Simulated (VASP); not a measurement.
# ReS (P6_3/mmc) in VASP: notebook

Runs on ReS. Level: PBEsol. Tasks: single point.

Program: VASP 6.6.1. These are calculated values, not measurements. Logs are shortened: lines on timing, memory, paths and dates and some standing lists are left out, and cuts for length are marked.

## Step 1: The crystal as given

Symmetry: P6_3/mmc, No. 194, hexagonal system. Conventional cell: a = 3.534 Å, b = 3.534 Å, c = 5.346 Å, α = 90.00°, β = 90.00°, γ = 120.00°. Re (site symmetry -3m) is surrounded by 6 S at 2.44 Å and 2 Re at 2.67 Å. S (site symmetry -6m2) is surrounded by 6 Re at 2.44 Å.

The cell comes from a database or a generator and needn't be the stable form of this composition.

## Step 2: Single point, PBEsol, collinear spin, typed start

Input file INCAR:

```
SYSTEM = ReS
ALGO     = Fast           ! electronic algorithm
EDIFF    = 1E-6           ! SCF threshold, eV
ENCUT    = 520            ! plane-wave cutoff, eV
GGA      = PS             ! functional
ISIF     = 2              ! what is computed and relaxed
ISMEAR   = 0              ! smearing method
ISPIN    = 2              ! spin polarisation
LASPH    = .TRUE.         ! aspherical terms in the spheres
LCHARG   = .FALSE.        ! write CHGCAR
LMAXMIX  = 4              ! l up to which the mixer works
LORBIT   = 11             ! projections on sites
LREAL    = .FALSE.        ! projectors in reciprocal space
LWAVE    = .FALSE.        ! write WAVECAR
MAGMOM   = 2 2 0 0        ! initial moments
NBANDS   = 25             ! bands
NELM     = 150            ! most SCF steps
PREC     = Accurate       ! precision mode
SIGMA    = 0.05           ! smearing width, eV
```

Input file KPOINTS:

```
k-points
0
G
  10 10 6
  0 0 0
```

Input file POSCAR:

```
ReS
1.0
    3.5339142845      0.0000000000      0.0000000000
   -1.7669571423      3.0604595451      0.0000000000
    0.0000000000      0.0000000000      5.3461375006
Re S
2 2
Direct
    0.0000000000      0.0000000000      0.0000000000
    0.0000000000      0.0000000000      0.5000000000
    0.3333333333      0.6666666667      0.2500000000
    0.6666666667      0.3333333333      0.7500000000
```

Potentials or basis: VASP PAW PBE potentials, release 64 (Re, S).

Launch:

```
> cat potpaw_PBE.64/Re/POTCAR potpaw_PBE.64/S/POTCAR > POTCAR
> mpirun -np 1 vasp_std > vasp.out
```

OUTCAR:

```text
SYSTEM = ReS
   EDIFF = 1E-6
   ENCUT = 520
   GGA = PS
   ISIF = 2
   ISMEAR = 0
   ISPIN = 2
   LASPH = .TRUE.
   LORBIT = 11
   LREAL = .FALSE.
   NELM = 150
   PREC = Accurate

 ion  position               nearest neighbor table
   1  0.000  0.000  0.000-   3 2.44   4 2.44   3 2.44   4 2.44   4 2.44   3 2.44   2 2.67   2 2.67

   2  0.000  0.000  0.500-   3 2.44   4 2.44   3 2.44   4 2.44   4 2.44   3 2.44   1 2.67   1 2.67

   3  0.333  0.667  0.250-   1 2.44   2 2.44   1 2.44   2 2.44   1 2.44   2 2.44
   4  0.667  0.333  0.750-   1 2.44   2 2.44   1 2.44   2 2.44   1 2.44   2 2.44

  LATTYP: Found a hexagonal cell.
 ALAT       =     3.5339142845
 C/A-ratio  =     1.5128090469

  Lattice vectors:

 A1 = (   3.5339142845,   0.0000000000,   0.0000000000)
 A2 = (  -1.7669571423,   3.0604595451,   0.0000000000)
 A3 = (   0.0000000000,   0.0000000000,   5.3461375006)

Analysis of symmetry for initial positions (statically):
=====================================================================
 Subroutine PRICEL returns:
 Original cell was already a primitive cell.

 Routine SETGRP: Setting up the symmetry group for a
 hexagonal supercell.

 Subroutine GETGRP returns: Found 24 space group operations
 (whereof 12 operations were pure point group operations)
 out of a pool of 24 trial point group operations.

The static configuration has the point symmetry D_3d.
 The point group associated with its full space group is D_6h.

Analysis of symmetry for dynamics (positions and initial velocities):
=====================================================================
 Subroutine PRICEL returns:
 Original cell was already a primitive cell.

 Routine SETGRP: Setting up the symmetry group for a
 hexagonal supercell.

 Subroutine GETGRP returns: Found 24 space group operations
 (whereof 12 operations were pure point group operations)
 out of a pool of 24 trial point group operations.

The dynamic configuration has the point symmetry D_3d.
 The point group associated with its full space group is D_6h.

Analysis of structural, dynamic, and magnetic symmetry:
=====================================================================
 Subroutine PRICEL returns:
 Original cell was already a primitive cell.

 Routine SETGRP: Setting up the symmetry group for a
 hexagonal supercell.

 Subroutine GETGRP returns: Found 24 space group operations
 (whereof 12 operations were pure point group operations)
 out of a pool of 24 trial point group operations.

The overall configuration has the point symmetry D_3d.
 The point group associated with its full space group is D_6h.

[... 127 lines left out ...]
   GGA     = PS    functional components
   LHFCALC =     F    Hartree Fock is set to
   AEXX    =    0.0000 exact exchange contribution
   IVDW    =     0    specifies the selected vdW correction
   LEPSILON=     F    determine dielectric tensor
   LRPA    =     F    only Hartree local field effects (RPA)
 spin polarized calculation
 RMM-DIIS sequential band-by-band and
 Gauss-broadening in eV      SIGMA  =   0.05
  energy-cutoff  :      520.00
  volume of cell :       57.82
 maximum number of plane-waves:      1592
 NGX is ok and might be reduce to    28
   NGX = 13   NGY = 13   NGZ = 19

 number of electron      25.9999996 magnetization      -0.0001050

 number of electron      25.9999996 magnetization       0.0003062

 Free energy of the ion-electron system (eV)
  ---------------------------------------------------
  ext. energy  EPLUGINS =         0.00000000
  ---------------------------------------------------
  free energy    TOTEN  =       -34.09332227 eV

  energy without entropy =      -34.08942670  energy(sigma->0) =      -34.09137448

 E-fermi :   9.2471     XC(G=0): -12.6415

 val. band max:        9.2385301419   @ k =   0.3000   0.1000   0.5000
 cond. band min:       9.2674655663   @ k =   0.4000   0.2000   0.5000
 fundamental gap:      0.0289354244
 Fermi energy:         9.2470917663

 spin component 1

 k-point     1 :       0.0000    0.0000    0.0000
  band No.  band energies     occupation
      1      -7.8820      1.00000
      2      -5.2002      1.00000
      3      -0.1101      1.00000
      4       1.8451      1.00000
      5       1.8451      1.00000
      6       3.9194      1.00000
[... 661 lines left out ...]
     24      18.8118      0.00000
     25      19.2444      0.00000

 [... further k-points ...]

 spin component 2

 k-point     1 :       0.0000    0.0000    0.0000
  band No.  band energies     occupation
      1      -7.8819      1.00000
      2      -5.2002      1.00000
      3      -0.1101      1.00000
      4       1.8451      1.00000
      5       1.8451      1.00000
      6       3.9195      1.00000
[... 661 lines left out ...]
     24      18.8116      0.00000
     25      19.2431      0.00000

 [... further k-points ...]
[... 5 lines left out ...]
  --------------------------------------------------------------------------------------
  -------------------------------------------------------------------------------------
  Total        0.6590380      0.6590380      0.6714042     -0.0000000      0.0000000      0.0000000
  in kB       18.2615766     18.2615766     18.6042372     -0.0000000      0.0000000      0.0000000
  external PRESSURE =      18.3757968 kB  Pullay stress =       0.0000000 kB

 VOLUME and BASIS-vectors are now :
 -----------------------------------------------------------------------------
  energy-cutoff  :      520.00
  volume of cell :       57.82
      direct lattice vectors                 reciprocal lattice vectors
     3.533914284  0.000000000  0.000000000     0.282972342  0.163374158  0.000000000
    -1.766957142  3.060459545  0.000000000     0.000000000  0.326748315  0.000000000
     0.000000000  0.000000000  5.346137501     0.000000000  0.000000000  0.187050932

 POSITION                                       TOTAL-FORCE (eV/Angst)
 -----------------------------------------------------------------------------------
      0.00000      0.00000      0.00000        -0.000000      0.000000      0.000000
      0.00000      0.00000      2.67307         0.000000      0.000000      0.000000
     -0.00000      2.04031      1.33653        -0.000000      0.000000     -0.000000
      1.76696      1.02015      4.00960         0.000000      0.000000      0.000000
 -----------------------------------------------------------------------------------
    total drift:                                0.000000     -0.000000     -0.000000

  FREE ENERGIE OF THE ION-ELECTRON SYSTEM (eV)
  ---------------------------------------------------
  free  energy   TOTEN  =       -34.0933222703 eV

  energy  without entropy=      -34.0894266981  energy(sigma->0) =      -34.09137448

 total charge

# of ion       s       p       d       tot
------------------------------------------
    1        0.493   0.523   5.141   6.157
    2        0.493   0.523   5.141   6.157
    3        1.286   2.357   0.000   3.643
    4        1.286   2.357   0.000   3.643
--------------------------------------------------
tot          3.558   5.759  10.283  19.600

 magnetization (x)

# of ion       s       p       d       tot
------------------------------------------
    1        0.000   0.000   0.000   0.000
    2        0.000   0.000   0.000   0.000
    3       -0.000  -0.000   0.000  -0.000
    4       -0.000  -0.000   0.000  -0.000
--------------------------------------------------
tot          0.000  -0.000   0.000  -0.000
```

stdout:

```text
POSCAR found type information on POSCAR ReS
 POSCAR found :  2 types and       4 ions
 scaLAPACK will be used
 -----------------------------------------------------------------------------
|                                                                             |
|                                                                             |
|     You enforced a specific xc type in the INCAR file but a different       |
|     I HOPE YOU KNOW WHAT YOU ARE DOING!                                     |
|                                                                             |
 -----------------------------------------------------------------------------

 LDA part: xc-table for (Slater+PW92), standard interpolation
 POSCAR, INCAR and KPOINTS ok, starting setup
 FFT: planning ... GRIDC
 FFT: planning ... GRID_SOFT
 FFT: planning ... GRID
 WAVECAR not read
 entering main loop
```

It took 2.8 min on 1 thread of Intel Xeon Platinum 8259CL at 2.50GHz (Skylake/Cascade Lake), shared host; peak memory 0.27 GiB.

What came out:

```yaml
Free_energy: -34.0933 eV
Pressure: 1.8 GPa
Band_gap_on_the_k_mesh: none (metal or under the smearing width)
Net_moment: 0.00 μB per cell
Valence_electrons_inside_the_program's_atomic_spheres: Re 6.16; S 3.64
```

Caveat: the PAW data sets were made with another functional, which shifts forces and pressure a little. The run has no spin-orbit coupling, so splittings on Re are missing.

## Step 3: Single point, PBEsol, collinear spin, typed start

Input file INCAR:

```
PREC = Accurate
ENCUT = 520
EDIFF = 1E-6
ISMEAR = 0
SIGMA = 0.05
LREAL = False
LASPH = True
NELM = 150
ALGO = Fast
ISIF = 2
LWAVE = False
LCHARG = False
ISPIN = 2
MAGMOM = 0.05 0.05 0 0
LORBIT = 11
LMAXMIX = 4
GGA = PS
NBANDS = 25
```

Input file KPOINTS:

```
regular mesh
0
Gamma
  10 10 6
```

POSCAR is that of step 2.

Potentials or basis: VASP PAW PBE potentials, release 64 (Re, S).

Launch:

```
> cat potpaw_PBE.64/Re/POTCAR potpaw_PBE.64/S/POTCAR > POTCAR
> mpirun -np 1 vasp_std > vasp.out
```

Run time: 1.9 min. Hardware: 1 thread of Intel Xeon Platinum 8488C (Sapphire Rapids), shared host; peak memory 0.27 GiB.

It converged, with:

| Item | Value |
| --- | --- |
| Free energy | -34.0933 eV |
| Pressure | 1.8 GPa |
| Band gap on the k mesh | none (metal or under the smearing width) |
| Net moment | 0.00 μB per cell |
| Valence electrons inside the program's atomic spheres | Re 6.16; S 3.64 |

Levels at points of the mesh, in eV from the Fermi level:
Spin up:
```csv
k point,band 10,band 11,band 12,band 13,band 14,band 15,band 16,band 17
"(0.00, 0.00, 0.00)",-3.20,-2.53,-2.47,-2.47,0.92,0.92,2.25,2.97
"(0.50, 0.00, 0.00)",-1.10,-0.92,-0.64,-0.41,0.91,0.93,2.02,3.76
"(0.00, 0.00, 0.50)",-2.02,-2.02,-2.02,-1.71,-1.71,2.22,2.22,2.22
"(0.50, 0.00, 0.50)",-2.76,-0.15,-0.15,-0.14,-0.14,1.50,1.50,2.63
```
Spin down:
```tsv
k point	band 10	band 11	band 12	band 13	band 14	band 15	band 16	band 17
(0.00, 0.00, 0.00)	-3.20	-2.53	-2.47	-2.47	0.93	0.93	2.25	2.97
(0.50, 0.00, 0.00)	-1.10	-0.92	-0.64	-0.41	0.91	0.93	2.02	3.76
(0.00, 0.00, 0.50)	-2.02	-2.02	-2.02	-1.71	-1.71	2.22	2.22	2.22
(0.50, 0.00, 0.50)	-2.76	-0.15	-0.15	-0.14	-0.14	1.50	1.50	2.63
```

Caveat: the PAW data sets were made with another functional, which shifts forces and pressure a little.

## Step 4: Single point, PBEsol, collinear spin, typed start (strain e2 = -0.02, atoms carried along)

INCAR, as its differences from that of step 3:

```diff
@@ -8,6 +8,6 @@
 NELM = 150
-ALGO = Fast
+ALGO = Normal
 ISIF = 2
 LWAVE = False
-LCHARG = False
+LCHARG = True
 ISPIN = 2
@@ -17,2 +17,4 @@
 GGA = PS
+LELF = True
+LVHAR = True
 NBANDS = 25
```

Input file KPOINTS:

```
Automatic mesh
0
Gamma
  10 10 6
```

POSCAR, as its differences from that of step 3:

```diff
@@ -3,3 +3,3 @@
     3.5339142845      0.0000000000      0.0000000000
-   -1.7669571423      3.0604595451      0.0000000000
+   -1.7669571423      2.9992503542      0.0000000000
     0.0000000000      0.0000000000      5.3461375006
```

Launch:

```
> cat potpaw_PBE.64/Re/POTCAR potpaw_PBE.64/S/POTCAR > POTCAR
> mpirun -np 1 vasp_std > vasp.out
```

Wall time 3.3 min (1 thread of Intel Xeon Platinum 8488C (Sapphire Rapids), shared host); peak memory 0.38 GiB.

It converged, with:

```yaml
Free_energy: -34.0559 eV
Pressure: 6.8 GPa
Largest_force: 0.289 eV/Å
Band_gap_on_the_k_mesh: none (metal or under the smearing width)
Net_moment: 0.00 μB per cell
Valence_electrons_inside_the_program's_atomic_spheres: Re 6.22; S 3.66
```

Forces in eV/Å, atoms in the order of the input:
```
Re   0.000  0.000  0.000
Re   0.000  0.000  0.000
S    0.000  0.289  0.000
S    0.000 -0.289  0.000
```

Stress tensor (GPa, compression positive):
```
5.50 0.00 0.00
0.00 8.48 0.00
0.00 0.00 6.43
```

Levels at points of the mesh, in eV from the Fermi level:
Spin up:
```
           k point  band 10  band 11  band 12  band 13  band 14  band 15  band 16  band 17
(0.00, 0.00, 0.00)    -3.19    -2.66    -2.63    -2.53     0.84     0.87     2.23     3.13
(0.50, 0.00, 0.00)    -1.09    -1.09    -0.61    -0.50     0.85     0.98     2.13     3.80
(0.00, 0.50, 0.00)    -1.11    -1.03    -0.60    -0.43     0.87     1.00     2.26     3.59
(0.00, 0.00, 0.50)    -2.18    -2.02    -2.02    -1.76    -1.76     2.17     2.17     2.26
(0.50, 0.00, 0.50)    -2.92    -0.23    -0.23    -0.04    -0.04     1.53     1.53     2.61
(0.00, 0.50, 0.50)    -2.87    -0.11    -0.11    -0.09    -0.09     1.48     1.48     2.54
```
Spin down:
| k point | band 11 | band 12 | band 13 | band 14 | band 15 | band 16 |
| --- | --- | --- | --- | --- | --- | --- |
| (0.00, 0.00, 0.00) | -2.66 | -2.63 | -2.53 | 0.84 | 0.87 | 2.23 |
| (0.50, 0.00, 0.00) | -1.09 | -0.61 | -0.50 | 0.85 | 0.98 | 2.13 |
| (0.00, 0.50, 0.00) | -1.03 | -0.60 | -0.43 | 0.87 | 1.00 | 2.26 |
| (0.00, 0.00, 0.50) | -2.02 | -2.02 | -1.76 | -1.76 | 2.17 | 2.17 |
| (0.50, 0.00, 0.50) | -0.23 | -0.23 | -0.04 | -0.04 | 1.53 | 1.53 |
| (0.00, 0.50, 0.50) | -0.11 | -0.11 | -0.09 | -0.09 | 1.48 | 1.48 |

Caveat: the PAW data sets were made with another functional, which shifts forces and pressure a little. The run has no spin-orbit coupling, so splittings on Re are missing.
